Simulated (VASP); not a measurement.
OSZICAR of a VASP run on PdB (relaxed from the zinc blende structure, space group F-43m):

### OSZICAR
```
       N       E                     dE             d eps       ncg     rms          rms(c)
DAV:   1     0.518990520657E+02    0.51899E+02   -0.61830E+03  1448   0.113E+03
DAV:   2    -0.123805619601E+02   -0.64280E+02   -0.61128E+02  1576   0.222E+02
DAV:   3    -0.138167808372E+02   -0.14362E+01   -0.14273E+01  1640   0.361E+01
DAV:   4    -0.138272617561E+02   -0.10481E-01   -0.10480E-01  1626   0.326E+00
DAV:   5    -0.138274286191E+02   -0.16686E-03   -0.16686E-03  1646   0.426E-01    0.136E+01
DAV:   6    -0.125758059187E+02    0.12516E+01   -0.18885E+01  1518   0.423E+01    0.502E+00
DAV:   7    -0.121859529306E+02    0.38985E+00   -0.22738E+00  1508   0.176E+01    0.193E+00
DAV:   8    -0.121733513621E+02    0.12602E-01   -0.48967E-02  1584   0.209E+00    0.101E+00
DAV:   9    -0.121676455657E+02    0.57058E-02   -0.14804E-02  1584   0.119E+00    0.556E-02
DAV:  10    -0.121676161886E+02    0.29377E-04   -0.56016E-04  1564   0.269E-01    0.273E-02
DAV:  11    -0.121676169645E+02   -0.77596E-06   -0.45534E-05  1568   0.537E-02    0.806E-03
DAV:  12    -0.121676162806E+02    0.68390E-06   -0.16124E-06  1164   0.140E-02
   1 F= -.12167616E+02 E0= -.12167267E+02  d E =-.121676E+02
```

### Question
Which electronic solver shows in the log?

### Answer
It is blocked Davidson (ALGO = Normal, or the opening steps of other solvers). The INCAR had ALGO = Normal.

### Question
Can the final energy be trusted as converged?

### Answer
The calculation finished and met its thresholds. It stopped with EDIFF = 1E-6, NELM = 100, NSW = 60 and EDIFFG = -0.01 after 1 ionic step (PBEsol GGA, plane waves, VASP's PBE PAW potentials (set 64)).

The structure was generated: PdB was put into the zinc blende type (F-43m), which need not be its known phase. It was relaxed first, which changed the volume by -22 %. The start is the result of an earlier pass. The electron count is odd and the run is not spin-polarised, which forces a metal.
